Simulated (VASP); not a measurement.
# KTlIF: structure and properties in VASP, part 2 of 6

Wanted: the relaxed cell of KTlIF and its properties. The cell is invented: it takes the structure of a Materials Project entry for KNaICl (space group 123 there), with some of its atoms replaced by other elements, volume scaled by an estimate. It may not be a known or stable phase.

VASP 6.6.1, plane waves and PAW; the level of theory is named at each step.

So far, gap on the k-mesh (eV): step 2 (rough relaxation of the start cell) 2.70. The relaxed cell has a = 4.796, c = 6.861 Å (conventional setting).

The structure was built from a prototype and need not be the compound's stable phase.

**3. Relaxing cell and atoms (revPBE)**

Level of this step: revPBE; plane waves and PAW (Tl_d, I, K_sv, F); invented cell (VASP).

Properties are meant for the cell that this level of theory prefers, so cell and atoms are relaxed first (ISIF = 3) until forces and stress are small; EDIFFG sets the threshold.

File INCAR:

```
SYSTEM = KTlIF
PREC = Accurate
ENCUT = 520
EDIFF = 1E-06
NELM = 100
ISMEAR = -1
SIGMA = 0.05
LREAL = .FALSE.
ALGO = Normal
GGA = RE
NBANDS = 24
LORBIT = 11
LWAVE = .FALSE.
LCHARG = .FALSE.
KPAR = 2
IBRION = 2
NSW = 60
ISIF = 3
EDIFFG = -0.01
```

File POSCAR:

```
KTlIF
1.0
    4.7964307763      0.0000000000      0.0000000000
    0.0000000000      4.7964307763      0.0000000000
    0.0000000000      0.0000000000      6.8606655277
Tl I K F
1 1 1 1
Direct
    0.0000000000      0.0000000000      0.0000000000
    0.5000000000      0.5000000000      0.0000000000
    0.5000000000      0.5000000000      0.5000000000
    0.0000000000      0.0000000000      0.5000000000
```

File KPOINTS:

```
Automatic mesh
0
Gamma
5 5 4
0 0 0
```

PAW data sets: Tl_d, I, K_sv and F (PBE family, release 64).

Started as:

```console
mpirun -np 2 vasp_std
```

The log of the run:

```text
[banner, memory and clock lines left out]
running    2 mpi-ranks, on    1 nodes
 distrk:  each k-point on    1 cores,    2 groups
 distr:  one band on    1 cores,    1 groups

 POSCAR found type information on POSCAR TlI K F
 POSCAR found :  4 types and       4 ions
 [... a notice as in an earlier step ...]

 LDA part: xc-table for (Slater+PW92), standard interpolation
 POSCAR, INCAR and KPOINTS ok, starting setup
 FFT: planning ... GRIDC
 FFT: planning ... GRID_SOFT
 FFT: planning ... GRID
 WAVECAR not read
 entering main loop
       N       E                     dE             d eps       ncg     rms          rms(c)
DAV:   1     0.237200354778E+03    0.23720E+03   -0.16641E+04   880   0.127E+03
DAV:   2     0.400486905983E+01   -0.23320E+03   -0.22645E+03  1008   0.308E+02
DAV:   3    -0.133793373375E+02   -0.17384E+02   -0.17328E+02  1328   0.759E+01
DAV:   4    -0.138355849113E+02   -0.45625E+00   -0.45585E+00  1208   0.945E+00
DAV:   5    -0.138473701155E+02   -0.11785E-01   -0.11784E-01  1264   0.142E+00    0.752E+00
DAV:   6    -0.118253726864E+02    0.20220E+01   -0.76292E+00  1000   0.110E+01    0.351E+00
DAV:   7    -0.117192063541E+02    0.10617E+00   -0.33055E-01  1024   0.292E+00    0.214E+00
DAV:   8    -0.116644805959E+02    0.54726E-01   -0.18588E-01  1024   0.279E+00    0.371E-01
DAV:   9    -0.116729980252E+02   -0.85174E-02   -0.33684E-02  1080   0.876E-01    0.246E-01
DAV:  10    -0.116755154210E+02   -0.25174E-02   -0.32191E-03  1008   0.298E-01    0.134E-01
DAV:  11    -0.116767749648E+02   -0.12595E-02   -0.40843E-03   976   0.328E-01    0.553E-02
DAV:  12    -0.116767656104E+02    0.93544E-05   -0.80953E-04  1104   0.115E-01    0.264E-02
DAV:  13    -0.116767725526E+02   -0.69422E-05   -0.80806E-05  1024   0.448E-02    0.923E-03
DAV:  14    -0.116767760311E+02   -0.34785E-05   -0.25171E-05  1080   0.243E-02    0.694E-03
DAV:  15    -0.116767761963E+02   -0.16524E-06   -0.25588E-06   936   0.723E-03
   1 F= -.11676776E+02 E0= -.11676776E+02  d E =-.116768E+02
 curvature:   0.00 expect dE= 0.000E+00 dE for cont linesearch  0.000E+00
 trial: gam= 0.00000 g(F)=  0.000E+00 g(S)=  0.594E-03 ort = 0.000E+00 (trialstep = 0.100E+01)
 search vector abs. value=  0.594E-03
 bond charge predicted
       N       E                     dE             d eps       ncg     rms          rms(c)
DAV:   1    -0.116817907033E+02   -0.50147E-02   -0.11681E-01   880   0.242E+00    0.454E-01
DAV:   2    -0.116780652661E+02    0.37254E-02   -0.14119E-02   888   0.746E-01    0.145E-01
DAV:   3    -0.116774293361E+02    0.63593E-03   -0.14396E-03  1080   0.259E-01    0.899E-02
DAV:   4    -0.116772842808E+02    0.14506E-03   -0.34979E-04  1416   0.113E-01    0.607E-02
DAV:   5    -0.116772670996E+02    0.17181E-04   -0.35143E-05  1528   0.356E-02    0.159E-02
DAV:   6    -0.116772634442E+02    0.36554E-05   -0.12451E-05  1440   0.222E-02    0.483E-03
DAV:   7    -0.116772632482E+02    0.19595E-06   -0.10513E-06   736   0.626E-03
   2 F= -.11677263E+02 E0= -.11677263E+02  d E =-.487052E-03
[...]
3 F= -.11677565E+02 E0= -.11677565E+02  d E =-.788862E-03
[...]
4 F= -.11677580E+02 E0= -.11677580E+02  d E =-.803960E-03
[...]
5 F= -.11677641E+02 E0= -.11677641E+02  d E =-.605359E-04
 ZBRENT: can't locate minimum, use default step
 trial-energy change:   -0.000061  1 .order   -0.000071   -0.000074   -0.000069
 step:   5.3448(harm= 19.9521)  dis= 0.00000  next Energy=   -11.678132 (dE=-0.552E-03)
 bond charge predicted
       N       E                     dE             d eps       ncg     rms          rms(c)
DAV:   1    -0.116823263946E+02   -0.46855E-02   -0.16384E-01   864   0.273E+00    0.415E-01
DAV:   2    -0.116787962516E+02    0.35301E-02   -0.10993E-02   928   0.647E-01    0.167E-01
DAV:   3    -0.116779366730E+02    0.85958E-03   -0.13833E-03  1048   0.263E-01    0.965E-02
DAV:   4    -0.116776834586E+02    0.25321E-03   -0.49671E-04  1416   0.138E-01    0.533E-02
DAV:   5    -0.116776698417E+02    0.13617E-04   -0.49217E-05  1144   0.480E-02    0.112E-02
DAV:   6    -0.116776697127E+02    0.12897E-06   -0.11312E-05  1280   0.214E-02    0.630E-03
DAV:   7    -0.116776705877E+02   -0.87493E-06   -0.26512E-06   936   0.102E-02
   6 F= -.11677671E+02 E0= -.11677671E+02  d E =-.904317E-04
 curvature:  -4.13 expect dE=-0.311E-04 dE for cont linesearch -0.264E-04
 trial: gam= 0.00000 g(F)=  0.560E-65 g(S)=  0.753E-05 ort =-0.195E-04 (trialstep = 0.214E+01)
 search vector abs. value=  0.753E-05
 reached required accuracy - stopping structural energy minimisation
```

The job ended after 95 s (2 MPI ranks of Intel Xeon Platinum 8259CL at 2.50GHz (Skylake/Cascade Lake), shared host; peak memory 0.61 GiB).

Parts of OUTCAR (step 3):

```text
  LATTYP: Found a simple tetragonal cell.
 ALAT       =     4.7964307763
 C/A-ratio  =     1.4303689238

The static configuration has the point symmetry D_4h.

 Found     18 irreducible k-points:

   k-points           NKPTS =     18   k-points in BZ     NKDIM =     18   number of bands    NBANDS=     24

   dimension x,y,z NGX =    36 NGY =   36 NGZ =   54
   dimension x,y,z NGXF=    72 NGYF=   72 NGZF=  108

   ENCUT  =  520.0 eV  38.22 Ry    6.18 a.u.   8.92  8.92 12.76*2*pi/ulx,y,z

   NELECT =      36.0000    total number of electrons

 E-fermi :   1.1214

 k-point     1 :       0.0000    0.0000    0.0000
  band No.  band energies     occupation
    ...
     14      -1.6858      2.00000
     15      -1.6858      2.00000
     16      -0.6793      2.00000
     17      -0.5820      2.00000
     18      -0.5820      2.00000
     19       4.3028      0.00000
     20       4.5346      0.00000
     21       5.6050      0.00000
     22       5.9682      0.00000
     23       5.9682      0.00000
    ...

 k-point     2 :       0.2000    0.0000    0.0000
  band No.  band energies     occupation
    ...
     14      -1.5145      2.00000
     15      -1.1077      2.00000
     16      -0.7125      2.00000
     17      -0.6253      2.00000
     18      -0.5948      2.00000
     19       4.1859      0.00000
     20       4.2680      0.00000
     21       4.8871      0.00000
     22       5.0103      0.00000
     23       6.5095      0.00000
    ...

  Total        0.0047742      0.0047742      0.0240605      0.0000000      0.0000000      0.0000000
  in kB        0.0482171      0.0482171      0.2430012      0.0000000      0.0000000      0.0000000
  external PRESSURE =       0.1131451 kB  Pullay stress =       0.0000000 kB

  energy-cutoff  :      520.00
  volume of cell :      158.64
      direct lattice vectors                 reciprocal lattice vectors
     4.822373169 -0.000000000 -0.000000000     0.207366781  0.000000000  0.000000000
    -0.000000000  4.822373169 -0.000000000     0.000000000  0.207366781  0.000000000
    -0.000000000 -0.000000000  6.821596616     0.000000000  0.000000000  0.146593247

 POSITION                                       TOTAL-FORCE (eV/Angst)
 -----------------------------------------------------------------------------------
      0.00000     -0.00000     -0.00000         0.000000      0.000000      0.000000
      2.41119      2.41119     -0.00000         0.000000      0.000000      0.000000
      2.41119      2.41119      3.41080        -0.000000     -0.000000      0.000000
     -0.00000     -0.00000      3.41080        -0.000000     -0.000000      0.000000
 -----------------------------------------------------------------------------------
    total drift:                                0.000000      0.000000      0.000000

  FREE ENERGIE OF THE ION-ELECTRON SYSTEM (eV)
  ---------------------------------------------------
  free  energy   TOTEN  =       -11.6776705877 eV

  energy  without entropy=      -11.6776705877  energy(sigma->0) =      -11.67767059

 total charge
# of ion       s       p       d       tot
------------------------------------------
    1        1.319   0.137   9.668  11.125
    2        1.504   2.838   0.007   4.349
    3        1.954   5.602   0.013   7.569
    4        1.734   4.291   0.000   6.025
--------------------------------------------------
tot          6.512  12.868   9.688  29.068

[... 2 parts as in an earlier step ...]

[... 7 further parts left out ...]
```

Relaxation path:

```csv
step,energy less that of the first step (eV),largest force (eV/Å),pressure (GPa),volume (Å³)
1,0.0000,0.0000,0.09,157.83
2,-0.0005,0.0000,0.05,158.35
3,-0.0008,0.0000,-0.01,159.05
4,-0.0008,0.0000,-0.03,159.23
5,-0.0009,0.0000,-0.02,159.08
6,-0.0009,0.0000,0.01,158.64
```

```csv
"conventional cell, symmetrised",before,after,change
a (Å),4.796,4.822,+0.5 %
b (Å),4.796,4.822,+0.5 %
c (Å),6.861,6.822,-0.6 %
volume (Å³/atom),39.46,39.66,+0.5 %
```

Final coordinates:

```cif
data_structure
_symmetry_space_group_name_H-M 'P 1'
_symmetry_Int_Tables_number 1
_cell_length_a 4.8224
_cell_length_b 4.8224
_cell_length_c 6.8216
_cell_angle_alpha 90.000
_cell_angle_beta 90.000
_cell_angle_gamma 90.000
_cell_volume 158.64
loop_
_atom_site_label
_atom_site_type_symbol
_atom_site_fract_x
_atom_site_fract_y
_atom_site_fract_z
_atom_site_occupancy
Tl1 Tl 0.00000 0.00000 0.00000 1
I2 I 0.50000 0.50000 0.00000 1
K3 K 0.50000 0.50000 0.50000 1
F4 F 0.00000 0.00000 0.50000 1
```

This step gave:

* irreducible k-points: 18
* free energy (TOTEN): -11.68 eV
* Fermi energy: 1.121 eV
* pressure: 0.01131 GPa
* valence top at k: 0.4, 0, 0.5
* conduction bottom at k: 0.4, 0, 0
* least direct gap at k: 0.4, 0, 0.5
* SCF cycles over all ionic steps: 47
* gap on the k-mesh: 3.095 eV
* least direct gap on the k-mesh: 3.109 eV

It ends with forces that vanish by symmetry and a pressure of 0.01 GPa.

**4. Single point with fields (revPBE)**

The relaxed cell gets a fresh self-consistent run, on a basis set for its own volume, to fix the density and to check the remaining stress.

INCAR, as its differences from that of step 3:

```diff
@@ -13,7 +13,5 @@
 LWAVE = .FALSE.
-LCHARG = .FALSE.
-KPAR = 2
-IBRION = 2
-NSW = 60
-ISIF = 3
-EDIFFG = -0.01
+LCHARG = .TRUE.
+ISIF = 2
+LELF = .TRUE.
+LVHAR = .TRUE.
```

File POSCAR:

```
KTlIF
1.0
    4.8223731690      0.0000000000      0.0000000000
    0.0000000000      4.8223731690      0.0000000000
    0.0000000000      0.0000000000      6.8215966159
Tl I K F
1 1 1 1
Direct
    0.0000000000      0.0000000000      0.0000000000
    0.5000000000      0.5000000000      0.0000000000
    0.5000000000      0.5000000000      0.5000000000
    0.0000000000      0.0000000000      0.5000000000
```

KPOINTS is that of step 3.

Started as:

```console
mpirun -np 2 vasp_std
```

The log of the run:

```text
[banner, memory and clock lines left out]
running    2 mpi-ranks, on    1 nodes
 distrk:  each k-point on    2 cores,    1 groups
 distr:  one band on    1 cores,    2 groups

 POSCAR found type information on POSCAR TlI K F
 POSCAR found :  4 types and       4 ions
 [... a notice as in an earlier step ...]

 LDA part: xc-table for (Slater+PW92), standard interpolation
 POSCAR, INCAR and KPOINTS ok, starting setup
 FFT: planning ... GRIDC
 FFT: planning ... GRID_SOFT
 FFT: planning ... GRID
 WAVECAR not read
 entering main loop
       N       E                     dE             d eps       ncg     rms          rms(c)
DAV:   1     0.227899825046E+03    0.22790E+03   -0.16530E+04   872   0.127E+03
DAV:   2     0.342468867720E+01   -0.22448E+03   -0.21905E+03  1024   0.301E+02
DAV:   3    -0.134686814574E+02   -0.16893E+02   -0.16833E+02  1312   0.745E+01
DAV:   4    -0.138447657543E+02   -0.37608E+00   -0.37563E+00  1256   0.911E+00
DAV:   5    -0.138559636486E+02   -0.11198E-01   -0.11198E-01  1272   0.127E+00    0.751E+00
DAV:   6    -0.118268922149E+02    0.20291E+01   -0.76571E+00  1016   0.111E+01    0.351E+00
DAV:   7    -0.117199854459E+02    0.10691E+00   -0.33031E-01  1008   0.294E+00    0.214E+00
DAV:   8    -0.116655565598E+02    0.54429E-01   -0.18499E-01  1000   0.280E+00    0.374E-01
DAV:   9    -0.116742306058E+02   -0.86740E-02   -0.33812E-02  1088   0.878E-01    0.242E-01
DAV:  10    -0.116767911282E+02   -0.25605E-02   -0.31871E-03  1016   0.297E-01    0.133E-01
DAV:  11    -0.116780595577E+02   -0.12684E-02   -0.39194E-03  1016   0.321E-01    0.542E-02
DAV:  12    -0.116780526831E+02    0.68745E-05   -0.78447E-04  1064   0.113E-01    0.263E-02
DAV:  13    -0.116780588094E+02   -0.61263E-05   -0.83606E-05  1016   0.450E-02    0.832E-03
DAV:  14    -0.116780625977E+02   -0.37883E-05   -0.22963E-05  1072   0.233E-02    0.681E-03
DAV:  15    -0.116780627324E+02   -0.13471E-06   -0.22668E-06   936   0.687E-03
   1 F= -.11678063E+02 E0= -.11678063E+02  d E =-.918077E-11
```

Run time: 29 s. Hardware: 2 MPI ranks; peak memory 0.43 GiB.

OUTCAR, selected parts (step 4):

```text
  LATTYP: Found a simple tetragonal cell.
 ALAT       =     4.8223731690
 C/A-ratio  =     1.4145725303

The static configuration has the point symmetry D_4h.

 Found     18 irreducible k-points:

   ENCUT  =  520.0 eV  38.22 Ry    6.18 a.u.   8.97  8.97 12.68*2*pi/ulx,y,z

   NELECT =      36.0000    total number of electrons

 E-fermi :   1.1217

 k-point     1 :       0.0000    0.0000    0.0000
  band No.  band energies     occupation
    ...
     14      -1.6863      2.00000
     15      -1.6863      2.00000
     16      -0.6787      2.00000
     17      -0.5814      2.00000
     18      -0.5814      2.00000
     19       4.3031      0.00000
     20       4.5344      0.00000
     21       5.6049      0.00000
     22       5.9678      0.00000
     23       5.9678      0.00000
    ...

 k-point     2 :       0.2000    0.0000    0.0000
  band No.  band energies     occupation
    ...
     14      -1.5150      2.00000
     15      -1.1081      2.00000
     16      -0.7119      2.00000
     17      -0.6247      2.00000
     18      -0.5942      2.00000
     19       4.1857      0.00000
     20       4.2679      0.00000
     21       4.8871      0.00000
     22       5.0098      0.00000
     23       6.5094      0.00000
    ...

  Total        0.0063950      0.0063950      0.0257688      0.0000000      0.0000000      0.0000000
  in kB        0.0645864      0.0645864      0.2602537      0.0000000      0.0000000      0.0000000
  external PRESSURE =       0.1298088 kB  Pullay stress =       0.0000000 kB

  energy-cutoff  :      520.00
  volume of cell :      158.64
      direct lattice vectors                 reciprocal lattice vectors
     4.822373169  0.000000000  0.000000000     0.207366781  0.000000000  0.000000000
     0.000000000  4.822373169  0.000000000     0.000000000  0.207366781  0.000000000
     0.000000000  0.000000000  6.821596616     0.000000000  0.000000000  0.146593247

 POSITION                                       TOTAL-FORCE (eV/Angst)
 -----------------------------------------------------------------------------------
      0.00000      0.00000      0.00000         0.000000      0.000000      0.000000
      2.41119      2.41119      0.00000         0.000000      0.000000      0.000000
      2.41119      2.41119      3.41080         0.000000      0.000000      0.000000
      0.00000      0.00000      3.41080         0.000000      0.000000      0.000000
 -----------------------------------------------------------------------------------
    total drift:                                0.000000      0.000000      0.000000

  FREE ENERGIE OF THE ION-ELECTRON SYSTEM (eV)
  ---------------------------------------------------
  free  energy   TOTEN  =       -11.6780627324 eV

  energy  without entropy=      -11.6780627324  energy(sigma->0) =      -11.67806273

[... 5 parts as in an earlier step ...]

[... 6 further parts left out ...]
```

This step gave:

| Quantity | Value |
| --- | --- |
| SCF cycles | 15 |
| Fermi energy | 1.122 eV |
| pressure | 0.01298 GPa |
| least direct gap on the k-mesh | 3.108 eV |

Valence electrons inside each PAW sphere by angular momentum. Sphere charges, by row:

```csv
atom,s (e),p (e),d (e),tot (e)
Tl1,1.319,0.137,9.668,11.12
I2,1.504,2.838,0.007,4.349
K3,1.954,5.602,0.013,7.569
F4,1.734,4.291,0,6.025
```

Valence density in the ac plane at fractional y = 0.000, with atoms of Tl and F within 0.2 Å of it. It is the smooth field of the valence electrons, not physical close to the nuclei.

Ten steps, logarithmic in the rise over the least value, from '_' (0 e/Å³) to '@' (11 e/Å³), each cell a mean:
```
%%##++--..__________::==**%%
****==::..__________..--++**
==--::..______________..--==
......__________________....
____________________________
____________________________
::::..__________________..::
**==::..______________..--++
@@##==..______________::++%%
@@%%==..____________..::**@@
%%**--..______________::==##
==--..________________..::--
....______________________..
____________________________
....______________________..
--::..________________..::::
++++--..____________..::==++
####++::..__________..--**##
%%%%**--..__________::==##%%
```
Columns run along a (4.8 Å), rows up along c (6.8 Å). Atoms in or near the plane, at fractional coordinates: Tl at (0.00, 0.00), F at (0.00, 0.50).

Electrostatic potential energy in the ac plane at fractional y = 0.000, with atoms of Tl and F within 0.2 Å of it. With pseudopotentials it is smooth inside the atoms' cores, unlike the true potential.

Ten even steps from '0' (-63 eV) to '9' (6 eV), each cell a mean:
```
00379999998610
13689999999852
67899999999886
89999999999999
99999999999999
99999999999999
99999999999999
79999999999998
25999999999983
14999999999972
47999999999995
99999999999999
99999999999999
99999999999999
99999999999999
88899999999988
35789999999864
01489999998730
00379999998510
```
Columns run along a (4.8 Å; values clipped at the 3rd and 97th percentile), rows up along c (6.8 Å). Atoms in or near the plane, at fractional coordinates: Tl at (0.00, 0.00), F at (0.00, 0.50).

ELF in the ac plane at fractional y = 0.000, with atoms of Tl and F within 0.2 Å of it. It is the smooth field of the valence electrons, not physical close to the nuclei.

Ten even steps from '_' (0.00) to '@' (0.80), each cell a mean:
```
__..==++::________..--++--..
--==++==::________..--++++--
++++==--..__________::====++
----::..______________::::--
____________________________
....____________________....
##**==::____________..--++**
@@@@##==..__________--++%%@@
%%@@@@**::________..==##@@@@
##@@@@**--________..==##@@%%
@@@@%%++::________..--**@@@@
%%##++--..__________::==**%%
----::________________..::--
____________________________
::....________________....::
====--::..__________..--====
==++++==..__________--==++++
..--++==::________..--++==::
::..==++--________..==++--__
```
Columns run along a (4.8 Å), rows up along c (6.8 Å). Atoms in or near the plane, at fractional coordinates: Tl at (0.00, 0.00), F at (0.00, 0.50).

In this run the pressure is 0.01 GPa, small enough to go on; single stress components reach 0.03 GPa.

[end of part 2 of 6]

[Lines on the potential files, build, host, timing and source positions are cut from VASP's logs without a mark.]

[Logs are printed without paths, hosts, clocks, repeated set-up lines and the standing remarks that a program may print on its own settings, such as how far it seeks lower states.]

[Hosts, paths, dates, database ids (printed as entryN), source tags and the programs' standing remarks are cut or masked in the printed files.]

[A measured line is paired with the nearest computed mode of its activity, which favours agreement.]

[In band tables of VASP the shares of atoms and orbitals are scaled to a sum of 1 inside the atoms' spheres.]
